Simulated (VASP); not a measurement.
These are PBEsol GGA, VASP's PBE PAW potentials (set 64) (plane waves; VASP 6.6.1) values and carry that method's errors.

A VASP calculation is set up with these files.

### INCAR
```
# general
SYSTEM   =  AuAl2
PREC     =  Accurate
ENCUT    =  500
LREAL    =  F
LASPH    =  T

# electronic loop
EDIFF    =  1E-6
NELM     =  100
ALGO     =  Normal
LMAXMIX  =  6

# smearing
ISMEAR   =  1
SIGMA    =  0.1

# functional
GGA      =  PS

# ions
IBRION   =  2
NSW      =  40
ISIF     =  3
EDIFFG   =  -0.02
PSTRESS  =  300

# output
LWAVE    =  F
LCHARG   =  F
```

File KPOINTS:
```
Automatic mesh
0
Gamma
9 9 9
0 0 0
```

**POSCAR**
```
AuAl2
1
    0.0000000000     2.8311638876     2.8311638876
    2.8311638876    -0.0000000000     2.8311638876
    2.8311638876     2.8311638876    -0.0000000000
Al Au
2 1
Direct
  0.2500000000   0.2500000000   0.2500000000
  0.7500000000   0.7500000000   0.7500000000
  1.0000000000   0.0000000000   0.0000000000
```

POTCAR, in this order: Al Au (PBE.64 set). Program: vasp_std.

What VASP printed:

### OSZICAR
```
       N       E                     dE             d eps       ncg     rms          rms(c)
DAV:   1     0.647578331420E+02    0.64758E+02   -0.73729E+03   888   0.117E+03
DAV:   2    -0.125705502911E+02   -0.77328E+02   -0.71510E+02   944   0.217E+02
DAV:   3    -0.144113038836E+02   -0.18408E+01   -0.18082E+01  1080   0.334E+01
DAV:   4    -0.144246243238E+02   -0.13320E-01   -0.13311E-01   960   0.333E+00
DAV:   5    -0.144248134599E+02   -0.18914E-03   -0.18913E-03  1064   0.415E-01    0.118E+01
DAV:   6    -0.129154880832E+02    0.15093E+01   -0.69387E+00   964   0.303E+01    0.410E+00
DAV:   7    -0.128290777994E+02    0.86410E-01   -0.26217E-01   908   0.583E+00    0.208E+00
DAV:   8    -0.127847463179E+02    0.44331E-01   -0.18738E-02  1024   0.112E+00    0.440E-01
DAV:   9    -0.127834084826E+02    0.13378E-02   -0.21907E-03   932   0.550E-01    0.218E-01
DAV:  10    -0.127834619613E+02   -0.53479E-04   -0.15141E-04   968   0.123E-01    0.354E-02
DAV:  11    -0.127834524736E+02    0.94877E-05   -0.51353E-06  1032   0.188E-02    0.116E-02
DAV:  12    -0.127834526052E+02   -0.13166E-06   -0.38093E-07   628   0.576E-03
   1 F= -.42850814E+01 E0= -.42854936E+01  d E =-.428508E+01
```

**OUTCAR**
```
------------------------ aborting loop because EDIFF is reached ----------------------------------------
  FORCE on cell =-STRESS in cart. coord.  units (eV):
  Direction    XX          YY          ZZ          XY          YZ          ZX
  --------------------------------------------------------------------------------------
  Total        8.5017034      8.5017034      8.5017034      0.0000000      0.0000000      0.0000000
  in kB      300.1176283    300.1176283    300.1176283      0.0000000      0.0000000      0.0000000
  external PRESSURE =       0.1176283 kB  Pullay stress =     300.0000000 kB
  volume of cell :       45.39
      direct lattice vectors                 reciprocal lattice vectors
     0.000000000  2.831163888  2.831163888    -0.176605813  0.176605813  0.176605813
     2.831163888  0.000000000  2.831163888     0.176605813 -0.176605813  0.176605813
     2.831163888  2.831163888  0.000000000     0.176605813  0.176605813 -0.176605813
 POSITION                                       TOTAL-FORCE (eV/Angst)
 -----------------------------------------------------------------------------------
      1.41558      1.41558      1.41558        -0.000000     -0.000000     -0.000000
      4.24675      4.24675      4.24675         0.000000      0.000000      0.000000
      0.00000      0.00000      0.00000        -0.000000     -0.000000     -0.000000
 -----------------------------------------------------------------------------------
    total drift:                                0.000000     -0.000000     -0.000000
  FREE ENERGIE OF THE ION-ELECTRON SYSTEM (eV)
  ---------------------------------------------------
  free  energy   TOTEN  =       -12.7834526052 eV

  energy  without entropy=      -12.7846893859  energy(sigma->0) =      -12.78386487
  enthalpy is  TOTEN    =        -4.2850813741 eV   P V=        8.4983712311

 reached required accuracy - stopping structural energy minimisation
```
(Selected blocks of OUTCAR.)

The compound is AuAl2 in the fluorite structure. It was relaxed first under an external pressure of 30 GPa. The electron count is odd and the run is not spin-polarised, which forces a metal.
